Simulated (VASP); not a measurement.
An input for Quantum ESPRESSO's pw.x (written as the equivalent of a VASP run, and not itself run):

```
&CONTROL
  calculation = 'vc-relax'
  pseudo_dir = './pseudo'
  outdir = './out'
  tprnfor = .true.
  tstress = .true.
  nstep = 40
  forc_conv_thr = 0.00078
/
&SYSTEM
  ibrav = 0
  nat = 2
  ntyp = 2
  ecutwfc = 92
  occupations = 'smearing'
  smearing = 'methfessel-paxton'
  degauss = 0.00735
  input_dft = 'pbesol'
/
&ELECTRONS
  conv_thr = 7.3e-08
  electron_maxstep = 100
/
&IONS
/
&CELL
  press = 200
/
ATOMIC_SPECIES
  Zn 65.380 Zn.upf
  Cu 63.546 Cu.upf
CELL_PARAMETERS angstrom
     2.8524058    0.0000000    0.0000000
     0.0000000    2.8524058    0.0000000
     0.0000000    0.0000000    2.8524058
ATOMIC_POSITIONS crystal
  Zn   0.5000000  0.5000000  0.5000000
  Cu   0.0000000  0.0000000  0.0000000
K_POINTS automatic
  13 13 13 0 0 0
```

Problem. Translate this input to VASP (INCAR, KPOINTS, POSCAR, choice of POTCAR).

Solution. This is not unique; one that fits is 
File POSCAR:
```
CuZn
1
    2.8524058163     0.0000000000     0.0000000000
    0.0000000000     2.8524058163     0.0000000000
    0.0000000000     0.0000000000     2.8524058163
Zn Cu
1 1
Direct
  0.5000000000   0.5000000000   0.5000000000
  0.0000000000   0.0000000000   0.0000000000
```

**INCAR**
```
! general
SYSTEM =CuZn
PREC   =Accurate
ENCUT  =500
LREAL  =.FALSE.   ! projection in real space or not
LASPH  =.TRUE.   ! aspherical one-centre terms

! electronic loop
EDIFF  =1E-6   ! SCF stop (eV)
NELM   =100   ! most electronic steps
ALGO   =Normal   ! blocked Davidson
LMAXMIX=4

! smearing
ISMEAR =1
SIGMA  =0.1   ! width (eV)

! functional
GGA    =PS   ! PBEsol

! ions
IBRION =2   ! conjugate gradients
NSW    =40   ! most ionic steps
ISIF   =3   ! ions, shape and volume
EDIFFG =-0.02
PSTRESS=200   ! kbar

! output
LWAVE  =.FALSE.
LCHARG =.FALSE.
```

KPOINTS:
```
Automatic mesh
0
Gamma
13 13 13
0 0 0
```

POTCAR, in this order: Zn Cu (PBE.64 set). Program: vasp_std.

Limits of the translation: the potentials are each code's own (VASP's PAW set, PseudoDojo norm-conserving files in pw.x), so ENCUT and ecutwfc are chosen apart and not converted; conv_thr bounds pw.x's estimated SCF error, while EDIFF bounds the energy change between steps; forc_conv_thr acts on force components and is met together with etot_conv_thr.

The compound is CuZn in the CsCl type structure. This run relaxes it under an external pressure of 20 GPa. Symmetry was kept, so distortions that lower it aren't found.
